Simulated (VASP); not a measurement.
All values below come from PBEsol GGA, VASP's PBE PAW potentials (set 64) (plane waves; VASP 6.6.1).

Input for VASP

**INCAR**
```
ALGO=Normal
EDIFF=1E-7
ENCUT=600
GGA=PS
ISIF=2
ISMEAR=1
LASPH=.TRUE.
LCHARG=.FALSE.
LREAL=.FALSE.
LWAVE=.FALSE.
NELM=100
PREC=Accurate
SIGMA=0.1
SYSTEM=CaB2
```

KPOINTS:
```
Automatic mesh
0
Gamma
8 8 8
0 0 0
```

### POSCAR
```
CaB2
1
    0.0000000000     2.8949061152     2.9094533821
    2.9094533821     0.0000000000     2.9094533821
    2.9094533821     2.8949061152     0.0000000000
Ca B
1 2
Direct
  0.0000000000   0.0000000000   0.0000000000
  0.2500000000   0.2500000000   0.2500000000
  0.7500000000   0.7500000000   0.7500000000
```

POTCAR, in this order: Ca_sv B (PBE.64 set). Program: vasp_std.

Task: What does the run give for the energy per atom (σ→0), band gap (on the k-mesh)?

Result: 
```yaml
energy per atom (σ→0): -3.517 eV/atom
band gap (on the k-mesh): none (metal, semimetal or under 0.01 eV)
```

OSZICAR:
```
...
DAV:   7    -0.105505705098E+02    0.23774E-01   -0.73014E-02  1712   0.294E+00    0.319E-01
DAV:   8    -0.105494284549E+02    0.11421E-02   -0.68093E-03  1732   0.107E+00    0.403E-02
DAV:   9    -0.105495340007E+02   -0.10555E-03   -0.72190E-04  2364   0.216E-01    0.429E-02
DAV:  10    -0.105495348762E+02   -0.87548E-06   -0.13454E-04  1740   0.148E-01    0.179E-02
DAV:  11    -0.105495320485E+02    0.28277E-05   -0.12688E-05  1784   0.458E-02    0.425E-03
DAV:  12    -0.105495319653E+02    0.83275E-07   -0.11275E-06  2588   0.741E-03    0.693E-04
DAV:  13    -0.105495319812E+02   -0.15889E-07   -0.18887E-08   920   0.123E-03
   1 F= -.10549532E+02 E0= -.10549799E+02  d E =0.802493E-03
```

The structure was generated: CaB2 was put into the fluorite type (Fm-3m), which need not be its known phase. This cell was strained or had an atom moved on purpose.
